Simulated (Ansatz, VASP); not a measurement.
# SrVO3 in two plane-wave programs

Aim: how closely do two programs agree when they are given the same cell, functional and k mesh? The cell is taken from a series of runs on this material, whose earlier steps may have relaxed, scaled, displaced or heated it; both programs get it as it stands.

Program: Ansatz 0.2.0. Level of theory: plane waves, with VASP 6.6.1 beside it; zone-centre phonons at PBEsol. Results are calculated unless marked as measured.

### Step 1. Starting point

The structure is cubic, space group Pm-3m (No. 221). The conventional cell has a = 3.810 Å, b = 3.810 Å, c = 3.810 Å, α = 90.00°, β = 90.00°, γ = 90.00°. Nearest to Sr lie 12 O at 2.69 Å. Nearest to V lie 6 O at 1.91 Å. Nearest to O lie 2 V at 1.91 Å and 4 Sr at 2.69 Å. Farther neighbours and most contacts between anions are not listed.

Structure file:

```cif
data_structure
_symmetry_space_group_name_H-M 'P 1'
_symmetry_Int_Tables_number 1
_cell_length_a 3.8103
_cell_length_b 3.8103
_cell_length_c 3.8103
_cell_angle_alpha 90.000
_cell_angle_beta 90.000
_cell_angle_gamma 90.000
_cell_volume 55.32
loop_
_atom_site_label
_atom_site_type_symbol
_atom_site_fract_x
_atom_site_fract_y
_atom_site_fract_z
_atom_site_occupancy
Sr1 Sr 0.50000 0.50000 0.50000 1
V2 V 0.00000 0.00000 0.00000 1
O3 O 0.50000 0.00000 0.00000 1
O4 O 0.00000 0.50000 0.00000 1
O5 O 0.00000 0.00000 0.50000 1
```

### Step 2. VASP: zone-centre phonons, PBEsol

Second derivatives magnify differences that forces hide, and they need a tight electronic threshold.

Lines of VASP's logs that name or quote its potential files are left out, and so is its time.

INCAR

```
SYSTEM = SrVO3
PREC = Accurate
ENCUT = 600
EDIFF = 1E-08
NELM = 120
ISMEAR = 0
SIGMA = 0.15
LREAL = .FALSE.
ALGO = Normal
GGA = PS
NBANDS = 26
LASPH = .TRUE.
LORBIT = 11
LWAVE = .FALSE.
LCHARG = .FALSE.
ISIF = 2
IBRION = 8
GGA_COMPAT = .FALSE.
KPAR = 2
```

POSCAR

```
SrVO3
1.0
    3.8102509099      0.0000000000      0.0000000000
    0.0000000000      3.8102509099      0.0000000000
    0.0000000000      0.0000000000      3.8102509099
Sr V O
1 1 3
Direct
    0.5000000000      0.5000000000      0.5000000000
    0.0000000000      0.0000000000      0.0000000000
    0.5000000000      0.0000000000      0.0000000000
    0.0000000000      0.5000000000      0.0000000000
    0.0000000000      0.0000000000      0.5000000000
```

KPOINTS

```
Automatic mesh
0
Gamma
12 12 12
0 0 0
```

PAW data sets: Sr_sv, V_sv and O (PBE family, release 64).

The run is started by

```bash
$ mpirun -np 2 vasp_std
```

Numbers of over 12 decimals in the logs are rounded to 6 here.

The program printed:

```text
[banner, memory and clock lines left out]
running    2 mpi-ranks, on    1 nodes
 distrk:  each k-point on    1 cores,    2 groups
 distr:  one band on    1 cores,    1 groups

 POSCAR found type information on POSCAR SrV O
 POSCAR found :  3 types and       5 ions
|                                                                             |
|               ----> ADVICE to this user running VASP <----                  |
|                                                                             |
|     You enforced a specific xc type in the INCAR file but a different       |
|     [... a line on the potential file left out ...]
|     I HOPE YOU KNOW WHAT YOU ARE DOING!                                     |
|                                                                             |

 LDA part: xc-table for (Slater+PW92), standard interpolation
 POSCAR, INCAR and KPOINTS ok, starting setup
 FFT: planning ... GRIDC
 FFT: planning ... GRID_SOFT
 FFT: planning ... GRID
 WAVECAR not read
 entering main loop
       N       E                     dE             d eps       ncg     rms          rms(c)
DAV:   1     0.436957879880E+03    0.43696E+03   -0.23789E+04  4368   0.181E+03
DAV:   2    -0.212671767643E+02   -0.45823E+03   -0.44880E+03  5346   0.482E+02
DAV:   3    -0.502095314662E+02   -0.28942E+02   -0.28770E+02  5194   0.124E+02
DAV:   4    -0.512341868089E+02   -0.10247E+01   -0.10225E+01  7364   0.173E+01
DAV:   5    -0.512495564652E+02   -0.15370E-01   -0.15338E-01  5758   0.154E+00    0.403E+01
DAV:   6    -0.427657169963E+02    0.84838E+01   -0.79192E+01  5496   0.691E+01    0.180E+01
DAV:   7    -0.419709881231E+02    0.79473E+00   -0.22891E+01  5064   0.448E+01    0.180E+01
DAV:   8    -0.413969312674E+02    0.57406E+00   -0.28019E+00  5158   0.159E+01    0.346E+00
DAV:   9    -0.414206400875E+02   -0.23709E-01   -0.19043E-01  6008   0.263E+00    0.152E+00
DAV:  10    -0.414087092734E+02    0.11931E-01   -0.88434E-02  4860   0.323E+00    0.439E-01
DAV:  11    -0.414072233305E+02    0.14859E-02   -0.10028E-02  5122   0.951E-01    0.171E-01
DAV:  12    -0.414071837531E+02    0.39577E-04   -0.10751E-03  5660   0.321E-01    0.113E-01
DAV:  13    -0.414071510994E+02    0.32654E-04   -0.22291E-04  5082   0.126E-01    0.841E-03
DAV:  14    -0.414071525726E+02   -0.14731E-05   -0.18853E-05  6094   0.289E-02    0.107E-02
DAV:  15    -0.414071518066E+02    0.76601E-06   -0.49072E-06  6018   0.192E-02    0.978E-03
DAV:  16    -0.414071515386E+02    0.26801E-06   -0.16195E-06  4958   0.134E-02    0.146E-03
DAV:  17    -0.414071515225E+02    0.16042E-07   -0.97497E-08  4894   0.354E-03    0.556E-04
DAV:  18    -0.414071515117E+02    0.10808E-07   -0.63078E-09  2876   0.747E-04    0.458E-04
DAV:  19    -0.414071515142E+02   -0.25420E-08   -0.38780E-09  2748   0.697E-04
   1 F= -.41407152E+02 E0= -.41400615E+02  d E =-.130738E-01
 Linear response reoptimize wavefunctions to high precision
DAV:   1    -0.414071515166E+02   -0.23119E-08   -0.12868E-09  2880   0.231E-04
DAV:   2    -0.414071515166E+02   -0.63665E-11   -0.35916E-10  2700   0.125E-04
 Linear response DOF=           4
 Linear response progress:
  Degree of freedom:   1/  4
       N       E                     dE             d eps       ncg     rms          rms(c)
RMM:   1    -0.290164008026E+00   -0.29016E+00    0.37748E-01 17272   0.269E+00
RMM:   2    -0.292525066759E+00   -0.23611E-02   -0.46873E-02 17880   0.654E-01    0.364E-01
RMM:   3    -0.292705678219E+00   -0.18061E-03   -0.50074E-03 18957   0.252E-01    0.256E-01
RMM:   4    -0.292740492757E+00   -0.34815E-04   -0.10158E-03 18698   0.129E-01    0.539E-02
RMM:   5    -0.292953288441E+00   -0.21280E-03   -0.21419E-04 21079   0.420E-02    0.193E-02
RMM:   6    -0.293005935815E+00   -0.52647E-04   -0.35758E-05 22648   0.169E-02    0.755E-03
RMM:   7    -0.292980022958E+00    0.25913E-04   -0.11164E-05 21549   0.863E-03    0.179E-03
RMM:   8    -0.292970003587E+00    0.10019E-04   -0.42342E-06 21742   0.449E-03    0.106E-03
RMM:   9    -0.292962141593E+00    0.78620E-05   -0.18999E-06 22623   0.264E-03    0.917E-04
RMM:  10    -0.292953617801E+00    0.85238E-05   -0.19389E-06 23139   0.179E-03    0.453E-04
RMM:  11    -0.292956028510E+00   -0.24107E-05   -0.21078E-07 22404   0.122E-03    0.134E-04
RMM:  12    -0.292957617441E+00   -0.15889E-05    0.50741E-07 23732   0.910E-04    0.172E-04
RMM:  13    -0.292957166783E+00    0.45066E-06   -0.24063E-08 24046   0.708E-04    0.141E-04
RMM:  14    -0.292957614935E+00   -0.44815E-06   -0.82959E-08 23887   0.603E-04    0.227E-04
RMM:  15    -0.292956959417E+00    0.65552E-06   -0.53994E-08 22695   0.542E-04    0.135E-04
RMM:  16    -0.292956758165E+00    0.20125E-06   -0.17511E-07 23280   0.495E-04    0.129E-04
RMM:  17    -0.292956644525E+00    0.11364E-06    0.63968E-08 23642   0.463E-04    0.121E-04
RMM:  18    -0.292957114748E+00   -0.47022E-06   -0.15172E-08 22490   0.452E-04    0.191E-04
RMM:  19    -0.292956123092E+00    0.99166E-06   -0.29345E-08 21866   0.453E-04    0.710E-05
RMM:  20    -0.292956128168E+00   -0.50761E-08    0.20023E-08 22893   0.424E-04    0.735E-05
 first order change of Fermi-energy  -0.44031E-03
 force on displaced ion       1 direction 1 :  -4.676  -0.000   0.000
 Linear response progress:
  Degree of freedom:   2/  4
       N       E                     dE             d eps       ncg     rms          rms(c)
RMM:   1    -0.115910021646E+01   -0.11591E+01   -0.19487E+01 11617   0.542E+01
RMM:   2    -0.103415934286E+01    0.12494E+00   -0.27029E-01 14901   0.325E+00    0.232E-01
RMM:   3    -0.103656527903E+01   -0.24059E-02   -0.23867E-02 17519   0.712E-01    0.108E-01
RMM:   4    -0.103417742739E+01    0.23879E-02   -0.93283E-04 17461   0.195E-01    0.271E-02
RMM:   5    -0.103359063953E+01    0.58679E-03   -0.76751E-05 19497   0.517E-02    0.114E-02
RMM:   6    -0.103324647445E+01    0.34417E-03   -0.14899E-05 19829   0.199E-02    0.441E-03
RMM:   7    -0.103319331094E+01    0.53164E-04   -0.36041E-06 20683   0.848E-03    0.181E-03
RMM:   8    -0.103317096883E+01    0.22342E-04   -0.10393E-06 21977   0.412E-03    0.742E-04
RMM:   9    -0.103317067150E+01    0.29733E-06    0.33721E-08 22726   0.200E-03    0.377E-04
RMM:  10    -0.103317258027E+01   -0.19088E-05   -0.16185E-07 23141   0.120E-03    0.186E-04
RMM:  11    -0.103317455756E+01   -0.19773E-05   -0.47333E-07 23003   0.841E-04    0.665E-05
RMM:  12    -0.103317438016E+01    0.17740E-06    0.18317E-07 23780   0.626E-04    0.373E-05
RMM:  13    -0.103317392058E+01    0.45958E-06    0.41237E-08 24157   0.505E-04    0.285E-05
RMM:  14    -0.103317378707E+01    0.13351E-06    0.21486E-09 23698   0.432E-04    0.168E-05
RMM:  15    -0.103317362763E+01    0.15944E-06   -0.56347E-08 24075   0.383E-04    0.563E-06
RMM:  16    -0.103317368064E+01   -0.53015E-07   -0.38121E-09 24260   0.350E-04    0.115E-05
RMM:  17    -0.103317367674E+01    0.39007E-08   -0.93209E-08 24296   0.328E-04    0.690E-06
 first order change of Fermi-energy   0.39053E-02
 force on displaced ion       2 direction 1 : -14.098  -0.000   0.000
 Linear response progress:
  Degree of freedom:   3/  4
       N       E                     dE             d eps       ncg     rms          rms(c)
RMM:   1    -0.388421596967E+00   -0.38842E+00    0.23820E-01 20590   0.329E+00
RMM:   2    -0.368945662812E+00    0.19476E-01   -0.17577E-02 15615   0.726E-01    0.168E-01
RMM:   3    -0.370343001380E+00   -0.13973E-02   -0.36295E-03 16292   0.228E-01    0.914E-02
RMM:   4    -0.372001252407E+00   -0.16583E-02   -0.90303E-04 16033   0.148E-01    0.270E-02
RMM:   5    -0.372200774793E+00   -0.19952E-03   -0.11605E-04 18991   0.497E-02    0.108E-02
RMM:   6    -0.372219887562E+00   -0.19113E-04   -0.19115E-05 19746   0.153E-02    0.546E-03
RMM:   7    -0.372217923904E+00    0.19637E-05   -0.46115E-06 19727   0.676E-03    0.208E-03
RMM:   8    -0.372211536453E+00    0.63875E-05   -0.15128E-06 20334   0.365E-03    0.610E-04
RMM:   9    -0.372214472944E+00   -0.29365E-05   -0.10618E-06 22003   0.182E-03    0.334E-04
RMM:  10    -0.372216323148E+00   -0.18502E-05    0.14004E-06 21967   0.111E-03    0.148E-04
RMM:  11    -0.372216390768E+00   -0.67621E-07    0.41616E-07 22557   0.795E-04    0.641E-05
RMM:  12    -0.372216347328E+00    0.43440E-07    0.54289E-07 23517   0.623E-04    0.516E-05
RMM:  13    -0.372216516088E+00   -0.16876E-06   -0.11256E-07 22248   0.534E-04    0.264E-05
RMM:  14    -0.372216406293E+00    0.10980E-06    0.15618E-07 23008   0.471E-04    0.171E-05
[...]
RMM:  53    -0.372216544459E+00   -0.65859E-09   -0.21763E-07 18604   0.363E-04    0.362E-06
RMM:  54    -0.372216544456E+00    0.29010E-11   -0.18557E-07 18633   0.363E-04    0.144E-06
RMM:  55    -0.372216544100E+00    0.35665E-09   -0.24463E-07 18551   0.363E-04    0.357E-06
RMM:  56    -0.372216544095E+00    0.48851E-11   -0.13475E-07 18541   0.363E-04    0.142E-06
RMM:  57    -0.372216544964E+00   -0.86896E-09   -0.13535E-07 18618   0.363E-04    0.351E-06
RMM:  58    -0.372216544540E+00    0.42341E-09   -0.15356E-07 18546   0.363E-04    0.144E-06
RMM:  59    -0.372216544603E+00   -0.62910E-10   -0.24341E-07 18592   0.363E-04    0.342E-06
RMM:  60    -0.372216544513E+00    0.89920E-10   -0.96672E-08 18512   0.362E-04    0.135E-06
 first order change of Fermi-energy  -0.49080E-02
 force on displaced ion       3 direction 1 : -15.469   0.000   0.000
 Linear response progress:
  Degree of freedom:   4/  4
       N       E                     dE             d eps       ncg     rms          rms(c)
RMM:   1    -0.373785733239E+00   -0.37379E+00    0.21782E-01 34171   0.280E+00
RMM:   2    -0.364592445710E+00    0.91933E-02   -0.18900E-02 28531   0.528E-01    0.180E-01
RMM:   3    -0.366077162665E+00   -0.14847E-02   -0.36141E-03 30924   0.177E-01    0.107E-01
RMM:   4    -0.367481136511E+00   -0.14040E-02   -0.72257E-04 31652   0.108E-01    0.240E-02
RMM:   5    -0.367603638483E+00   -0.12250E-03   -0.17581E-04 37279   0.364E-02    0.106E-02
RMM:   6    -0.367628941176E+00   -0.25303E-04   -0.28355E-05 38632   0.147E-02    0.585E-03
RMM:   7    -0.367622027257E+00    0.69139E-05   -0.14337E-05 37619   0.781E-03    0.274E-03
RMM:   8    -0.367618162751E+00    0.38645E-05   -0.77873E-06 38185   0.488E-03    0.712E-04
RMM:   9    -0.367623611210E+00   -0.54485E-05   -0.69681E-06 40830   0.271E-03    0.501E-04
RMM:  10    -0.367626285450E+00   -0.26742E-05    0.26816E-07 40235   0.183E-03    0.207E-04
RMM:  11    -0.367625888773E+00    0.39668E-06   -0.28251E-06 41074   0.130E-03    0.105E-04
RMM:  12    -0.367625361701E+00    0.52707E-06   -0.28824E-07 41504   0.989E-04    0.138E-04
RMM:  13    -0.367625194682E+00    0.16702E-06   -0.20015E-06 40705   0.803E-04    0.654E-05
RMM:  14    -0.367625222581E+00   -0.27899E-07   -0.37010E-07 40504   0.681E-04    0.258E-05
RMM:  15    -0.367625281650E+00   -0.59070E-07   -0.12806E-06 41801   0.597E-04    0.476E-05
RMM:  16    -0.367625295486E+00   -0.13836E-07   -0.11901E-07 41879   0.543E-04    0.491E-05
RMM:  17    -0.367625291480E+00    0.40064E-08   -0.70116E-07 40101   0.508E-04    0.646E-05
RMM:  18    -0.367625292122E+00   -0.64208E-09   -0.40650E-08 39457   0.486E-04    0.702E-05
 first order change of Fermi-energy  -0.18015E-03
 force on displaced ion       3 direction 2 :   0.000  -7.654   0.000
 Linear response finished
```

[end of part 1 of 3]

[Lines on the potential files, build, host, timing and source positions are cut from VASP's logs without a mark.]

[Logs are printed without paths, hosts, clocks, repeated set-up lines and the standing remarks that a program may print on its own settings, such as how far it seeks lower states.]

[Hosts, paths, dates, database ids (printed as entryN), source tags and the programs' standing remarks are cut or masked in the printed files.]
